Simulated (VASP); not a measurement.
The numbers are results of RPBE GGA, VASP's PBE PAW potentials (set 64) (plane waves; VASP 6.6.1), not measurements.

VASP ran on this input.

**POSCAR**
```
Cl2
1.0
 11.0000000000   0.0000000000   0.0000000000
  0.0000000000  11.5000000000   0.0000000000
  0.0000000000   0.0000000000  12.0000000000
Cl
2
Cart
  5.5000000000   5.7500000000   5.0049960000
  5.5000000000   5.7500000000   6.9950040000
```

**INCAR**
```
SYSTEM = Cl2
PREC = Normal; ENCUT = 400; LREAL = .False.
LASPH = .True.
EDIFF = 1E-5; NELM = 100; NELMIN = 4
ALGO = Normal
ISMEAR = 0; SIGMA = 0.01
GGA = RP
IBRION = 2; NSW = 50; ISIF = 2
EDIFFG = -0.03
LWAVE = .False.; LCHARG = .False.
```

### KPOINTS
```
kpoints
0
G
  1 1 1
0 0 0
```

POTCAR, in this order: Cl (PBE.64 set). Program: vasp_gam.

Task: What will the output report for the number of irreducible k-points (NKPTS), largest plane-wave count, number of space-group operations, FFT grid (NGX, NGY, NGZ)?

Result: 
The number of irreducible k-points (NKPTS) is 1, the largest plane-wave count is 13783 and the number of space-group operations comes out as 8. The FFT grid (NGX, NGY, NGZ) comes out as 54 × 56 × 60.

The cell is a molecule in a box.
